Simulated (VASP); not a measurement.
Set up this calculation in VASP 6.6.1, as the native input.

* Task: relaxation of cell and atoms
* Functional: PBE
* Dispersion: D3(BJ)
* Potentials or basis: VASP PAW PBE potentials, release 64 (Si, C)
* Cutoff: 520 eV
* k mesh: 12 × 12 × 6
* Occupations: gaussian, width 0.02 eV
* Spin: no spin polarisation
* Further INCAR settings: ALGO = Normal; EDIFF = 1e-07; IBRION = 2; EDIFFG = -0.002; NSW = 80; ISIF = 3

The structure of SiC lies in POSCAR:

```
SiC                                     
1.0
    3.0697772837      0.0000000000      0.0000000000
   -1.5348886419      2.6585051096     -0.0000000000
   -0.0000000000      0.0000000000      5.0377284574
  Si              C             
     2     2
Direct
     0.3333333300000021    0.6666666699999979    0.0046021447010968
     0.6666666699999979    0.3333333300000021    0.5046021447010968
     0.3333333300000021    0.6666666699999979    0.3803978552989012
     0.6666666699999979    0.3333333300000021    0.8803978552989012
```

One way to write it, as run:

INCAR

```
PREC = Accurate
ENCUT = 520
EDIFF = 1E-7
ISMEAR = 0
SIGMA = 0.02
LREAL = False
LASPH = True
NELM = 80
ALGO = Normal
ISIF = 3
LWAVE = False
LCHARG = False
GGA = PE
IVDW = 12
IBRION = 2
NSW = 80
EDIFFG = -0.002
```

KPOINTS

```
Automatic mesh
0
Gamma
  12 12 6
```

Potentials or basis: VASP PAW PBE potentials, release 64 (Si, C).

Command:

```sh
$ cat potpaw_PBE.64/Si/POTCAR potpaw_PBE.64/C/POTCAR > POTCAR
$ mpirun -np 1 vasp_std > vasp.out
```

Results of the run:

```yaml
Pressure_after_relaxing: 0.0 GPa
Band_gap_on_the_k_mesh: 2.26 eV, indirect (least direct gap 3.98 eV)
Dispersion_energy_per_atom: -0.303 eV
```

Caveat: the relaxation stopped at its first step, so nothing moved.

Run time: 26 s on 1 thread of Intel(R) Xeon(R) Platinum 8259CL CPU @ 2.50GHz (Skylake/Cascade Lake), with other jobs on the host, peak memory 0.18 GiB.
